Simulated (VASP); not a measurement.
All values below come from r2SCAN meta-GGA, VASP's PBE PAW potentials (set 64) (plane waves; VASP).

Input for VASP

**KPOINTS**
```
Regular mesh
0
gamma
9 9 9
0 0 0
```

**KPOINTS_OPT**
```
k-points along high-symmetry lines
10
Line-mode
Reciprocal
  0.000000   0.000000   0.000000 ! GAMMA
  0.500000   0.000000   0.500000 ! X

  0.500000   0.000000   0.500000 ! X
  0.625000   0.250000   0.625000 ! U

  0.375000   0.375000   0.750000 ! K
  0.000000   0.000000   0.000000 ! GAMMA

  0.000000   0.000000   0.000000 ! GAMMA
  0.500000   0.500000   0.500000 ! L

  0.500000   0.500000   0.500000 ! L
  0.500000   0.250000   0.750000 ! W

  0.500000   0.250000   0.750000 ! W
  0.500000   0.000000   0.500000 ! X
```

### POSCAR
```
SnSe
1.0
  0.0000000000   3.0072050021   3.0072050021
  3.0072050021   0.0000000000   3.0072050021
  3.0072050021   3.0072050021   0.0000000000
Sn Se
1 1
direct
  1.0000000000   1.0000000000   0.0000000000
  0.5000000000   0.5000000000   0.5000000000
```

### INCAR
```
SYSTEM  =  SnSe
PREC  =  Accurate; ENCUT  =  400; LREAL  =  .FALSE.
LASPH  =  .TRUE.
EDIFF  =  1E-7; NELM  =  100; ALGO  =  Normal
LMAXMIX  =  4; LMIXTAU  =  .TRUE.
ISMEAR  =  -5
METAGGA  =  R2SCAN
ISIF  =  2
LWAVE  =  .FALSE.; LCHARG  =  .FALSE.; LORBIT  =  11
NEDOS  =  601
```

POTCAR, in this order: Sn_d Se (PBE.64 set). Program: vasp_std.

What VASP printed:

**OUTCAR**
```
 ion  position               nearest neighbor table
   1  0.000  0.000  0.000-   2 3.01   2 3.01   2 3.01   2 3.01   2 3.01   2 3.01
   2  0.500  0.500  0.500-   1 3.01   1 3.01   1 3.01   1 3.01   1 3.01   1 3.01
  LATTYP: Found a face centered cubic cell.
 ALAT       =     6.0144100042
 Subroutine PRICEL returns:
 Original cell was already a primitive cell.
 Subroutine GETGRP returns: Found 48 space group operations
The static configuration has the point symmetry O_h .
The dynamic configuration has the point symmetry O_h .
 Subroutine INISYM returns: Found 48 space group operations
 Subroutine IBZKPT returns following result:
 Found     35 irreducible k-points:

 Following reciprocal coordinates:
            Coordinates               Weight
  0.000000  0.000000  0.000000      1.000000
  0.111111  0.000000  0.000000      8.000000
  0.222222  0.000000  0.000000      8.000000
  0.333333  0.000000  0.000000      8.000000
  0.444444  0.000000  0.000000      8.000000
  0.111111  0.111111  0.000000      6.000000
  0.222222  0.111111  0.000000     24.000000
  0.333333  0.111111  0.000000     24.000000
  0.444444  0.111111  0.000000     24.000000
 -0.444444  0.111111  0.000000     24.000000
 -0.333333  0.111111  0.000000     24.000000
 -0.222222  0.111111  0.000000     24.000000
 -0.111111  0.111111  0.000000     12.000000
  0.222222  0.222222  0.000000      6.000000
  0.333333  0.222222  0.000000     24.000000
  0.444444  0.222222  0.000000     24.000000
 -0.444444  0.222222  0.000000     24.000000
 -0.333333  0.222222  0.000000     24.000000
 -0.222222  0.222222  0.000000     12.000000
  0.333333  0.333333  0.000000      6.000000
  0.444444  0.333333  0.000000     24.000000
 -0.444444  0.333333  0.000000     24.000000
 -0.333333  0.333333  0.000000     12.000000
  0.444444  0.444444  0.000000      6.000000
...
```

File OSZICAR:
```
       N       E                     dE             d eps       ncg     rms          rms(c)
DAV:   1     0.861210485861E+02    0.86121E+02   -0.90300E+03   992   0.151E+03
DAV:   2    -0.326928831547E+02   -0.11881E+03   -0.11713E+03  1070   0.345E+02
DAV:   3    -0.430897570923E+02   -0.10397E+02   -0.10350E+02  1250   0.995E+01
DAV:   4    -0.433253796006E+02   -0.23562E+00   -0.23556E+00  1058   0.170E+01
DAV:   5    -0.433337803919E+02   -0.84008E-02   -0.84006E-02  1366   0.295E+00    0.360E+00
DAV:   6    -0.398033472390E+02    0.35304E+01   -0.13306E+00  1142   0.180E+01    0.254E+00
DAV:   7    -0.397212349944E+02    0.82112E-01   -0.53490E-01  1004   0.860E+00    0.971E-01
DAV:   8    -0.398237756902E+02   -0.10254E+00   -0.46860E-01   980   0.618E+00    0.543E-01
DAV:   9    -0.398503229279E+02   -0.26547E-01   -0.23432E-02  1040   0.140E+00    0.415E-01
DAV:  10    -0.398701777544E+02   -0.19855E-01   -0.36246E-02  1004   0.162E+00    0.925E-02
DAV:  11    -0.398688882476E+02    0.12895E-02   -0.13258E-02   980   0.118E+00    0.810E-02
DAV:  12    -0.398726478249E+02   -0.37596E-02   -0.49978E-03   980   0.704E-01    0.426E-02
DAV:  13    -0.398710049117E+02    0.16429E-02   -0.13123E-03  1040   0.438E-01    0.452E-02
DAV:  14    -0.398728111131E+02   -0.18062E-02   -0.10146E-03   992   0.340E-01    0.125E-02
DAV:  15    -0.398729908404E+02   -0.17973E-03   -0.19606E-04  1016   0.167E-01    0.213E-03
DAV:  16    -0.398729835516E+02    0.72888E-05   -0.11386E-05  1088   0.461E-02    0.216E-03
DAV:  17    -0.398729877173E+02   -0.41656E-05   -0.68114E-07  1118   0.976E-03    0.270E-03
DAV:  18    -0.398729860514E+02    0.16658E-05   -0.11440E-07   772   0.457E-03    0.192E-03
DAV:  19    -0.398729901154E+02   -0.40640E-05   -0.14113E-06   992   0.150E-02    0.122E-03
DAV:  20    -0.398729887299E+02    0.13856E-05   -0.91032E-08   664   0.338E-03    0.693E-04
DAV:  21    -0.398729891149E+02   -0.38504E-06   -0.10528E-08   490   0.137E-03    0.291E-04
DAV:  22    -0.398729889240E+02    0.19091E-06   -0.67485E-09   490   0.941E-04    0.880E-05
DAV:  23    -0.398729890752E+02   -0.15123E-06   -0.17753E-09   490   0.436E-04    0.223E-05
DAV:  24    -0.398729890254E+02    0.49826E-07   -0.83237E-10   490   0.298E-04
   1 F= -.39872989E+02 E0= -.39872989E+02  d E =0.000000E+00
       N       E                     dE             ncg
       N       E                     dE             ncg
```

**OUTCAR**
```
------------------------ aborting loop because EDIFF is reached ----------------------------------------
  FORCE on cell =-STRESS in cart. coord.  units (eV):
  Direction    XX          YY          ZZ          XY          YZ          ZX
  --------------------------------------------------------------------------------------
  Total        0.0301182      0.0301182      0.0301182      0.0000000      0.0000000      0.0000000
  in kB        0.8871992      0.8871992      0.8871992      0.0000000      0.0000000      0.0000000
  external PRESSURE =       0.8871992 kB  Pullay stress =       0.0000000 kB
  volume of cell :       54.39
      direct lattice vectors                 reciprocal lattice vectors
     0.000000000  3.007205002  3.007205002    -0.166267348  0.166267348  0.166267348
     3.007205002  0.000000000  3.007205002     0.166267348 -0.166267348  0.166267348
     3.007205002  3.007205002  0.000000000     0.166267348  0.166267348 -0.166267348
 POSITION                                       TOTAL-FORCE (eV/Angst)
 -----------------------------------------------------------------------------------
      0.00000      0.00000      0.00000         0.000000     -0.000000     -0.000000
      3.00721      3.00721      3.00721        -0.000000      0.000000      0.000000
 -----------------------------------------------------------------------------------
    total drift:                               -0.000000      0.000000      0.000000
  FREE ENERGIE OF THE ION-ELECTRON SYSTEM (eV)
  ---------------------------------------------------
  free  energy   TOTEN  =       -39.8729890254 eV

  energy  without entropy=      -39.8729890254  energy(sigma->0) =      -39.87298903

 total charge

# of ion       s       p       d       tot
------------------------------------------
    1        1.372   0.674   9.988  12.034
    2        1.472   2.349   0.027   3.848
--------------------------------------------------
tot          2.844   3.023  10.014  15.882
```
(Selected blocks of OUTCAR.)

The structure comes from a computed database's SnSe entry (Fm-3m); how it stands against other phases isn't given here. It was relaxed first.
